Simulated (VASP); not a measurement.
Consider the following.

```
CELL_PARAMETERS angstrom
      4.00436     0.00000     0.00000
     -2.00218     3.46788     0.00000
      0.00000     0.00000    23.74605
ATOMIC_POSITIONS crystal
  In 0.66667 0.33333 0.44158
  In 0.66667 0.33333 0.55842
  Se 0.33333 0.66667 0.38752
  Se 0.33333 0.66667 0.61248
```

Level of theory: PBEsol GGA, VASP's PBE PAW potentials (set 64) (plane waves; VASP). Run with 400 eV cut-off, Gaussian smearing of 0.050 eV, potentials In_d Se.

The cell holds a wide vacuum, so values per volume refer to the whole cell. Unless said otherwise, spin-orbit coupling is left out, though it shifts the bands of the heavy elements here.

**Question.** Give the energies of bands 13 to 22 at the high-symmetry points, in eV from the valence-band maximum.

**Answer.** 
```json
[
 {"band": "13", "Γ": "-5.43", "M": "-5.64", "K": "-5.48"},
 {"band": "14", "Γ": "-3.08", "M": "-4.89", "K": "-4.70"},
 {"band": "15", "Γ": "-0.47", "M": "-2.56", "K": "-3.18"},
 {"band": "16", "Γ": "-0.47", "M": "-1.57", "K": "-2.85"},
 {"band": "17", "Γ": "-0.39", "M": "-1.55", "K": "-1.78"},
 {"band": "18", "Γ": "-0.39", "M": "-1.36", "K": "-1.30"},
 {"band": "19", "Γ": "-0.08", "M": "-0.96", "K": "-1.10"},
 {"band": "20", "Γ": "1.61", "M": "2.27", "K": "2.51"},
 {"band": "21", "Γ": "2.77", "M": "2.33", "K": "3.18"},
 {"band": "22", "Γ": "5.06", "M": "4.15", "K": "4.03"}
]
```

The gap is indirect, 1.61 eV, from the valence maximum at K-Γ at 0.72 to the conduction minimum at Γ.

The cell is a sheet with vacuum, built from a generated structure.
